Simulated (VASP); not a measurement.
VASP runs on NiO (rock salt, AFM-II order) share one base input (PBE GGA, plane waves, VASP's PBE PAW potentials (set 64)) and change the settings named in each case.

POSCAR:
```
NiO
1
    4.2636000000     2.1318000000     2.1318000000
    2.1318000000     4.2636000000     2.1318000000
    2.1318000000     2.1318000000     4.2636000000
Ni O
2 2
Direct
  0.0000000000   0.0000000000   0.0000000000
  0.5000000000   0.5000000000   0.5000000000
  0.2500000000   0.2500000000   0.2500000000
  0.7500000000   0.7500000000   0.7500000000
```

INCAR:
```
SYSTEM = NiO
PREC = Accurate; ENCUT = 520; LREAL = .FALSE.
LASPH = .TRUE.
EDIFF = 1E-6; NELM = 100; ALGO = Normal
LMAXMIX = 4
ISMEAR = 0; SIGMA = 0.05
GGA = PE
MAGMOM = 2.0 -2.0 0.0 0.0
ISPIN = 2
ISIF = 2
LWAVE = .FALSE.; LCHARG = .FALSE.; LORBIT = 10
```

File KPOINTS:
```
Regular mesh
0
Gamma
8 8 8
```

POTCAR, in this order: Ni O (PBE.64 set). Program: vasp_std.

| change | E(σ→0) (eV/atom) | pressure (GPa) | gap on the mesh (eV) |
|---|---|---|---|
| base run | -5.8583 | -8.87 | 0.92 |
| LDAU = .TRUE., LDAUJ = 0 0, LDAUL = 2 -1, LDAUTYPE = 2, LDAUU = 1.0 0 | -5.6935 | -8.54 | 1.43 |
| LDAU = .TRUE., LDAUJ = 0 0, LDAUL = 2 -1, LDAUTYPE = 2, LDAUU = 2.0 0 | -5.5485 | … | … |
| LDAU = .TRUE., LDAUJ = 0 0, LDAUL = 2 -1, LDAUTYPE = 2, LDAUU = 3.0 0 | -5.4198 | -8.53 | 2.29 |
| LDAU = .TRUE., LDAUJ = 0 0, LDAUL = 2 -1, LDAUTYPE = 2, LDAUU = 4.0 0 | -5.3060 | -8.55 | 2.68 |
| LDAU = .TRUE., LDAUJ = 0 0, LDAUL = 2 -1, LDAUTYPE = 2, LDAUU = 5.0 0 | -5.2061 | -8.77 | 2.87 |
| LDAU = .TRUE., LDAUJ = 0 0, LDAUL = 2 -1, LDAUTYPE = 2, LDAUU = 6.0 0 | -5.1196 | -9.17 | 2.95 |
| LDAU = .TRUE., LDAUJ = 0 0, LDAUL = 2 -1, LDAUTYPE = 2, LDAUU = 8.0 0 | -4.9865 | … | … |
| LDAU = .TRUE., LDAUJ = 0 0, LDAUL = 2 -1, LDAUTYPE = 2, LDAUU = 5.0 0, LMAXMIX = 2 | -5.2061 | -8.75 | 2.87 |

Task: Fill in the missing entries.

Result: 
- LDAU = .TRUE., LDAUJ = 0 0, LDAUL = 2 -1, LDAUTYPE = 2, LDAUU = 8.0 0, pressure (GPa): -10.41
- LDAU = .TRUE., LDAUJ = 0 0, LDAUL = 2 -1, LDAUTYPE = 2, LDAUU = 8.0 0, gap on the mesh (eV): 3.10
- LDAU = .TRUE., LDAUJ = 0 0, LDAUL = 2 -1, LDAUTYPE = 2, LDAUU = 2.0 0, pressure (GPa): -8.41
- LDAU = .TRUE., LDAUJ = 0 0, LDAUL = 2 -1, LDAUTYPE = 2, LDAUU = 2.0 0, gap on the mesh (eV): 1.89

Energies of different potentials or functionals have different zeros.

Left out are runs that ran out of time, are held back, or changed the cell or the kind of run, fixed moments of cells without a moment, rows past the twelfth, gaps on odd meshes, pressures of charged cells and columns that move by less than the noise.

The compound is NiO in the rock salt, AFM-II order structure. The cell was not relaxed at this level. The spin order is the one that the start imposed; others were not tried in this run.
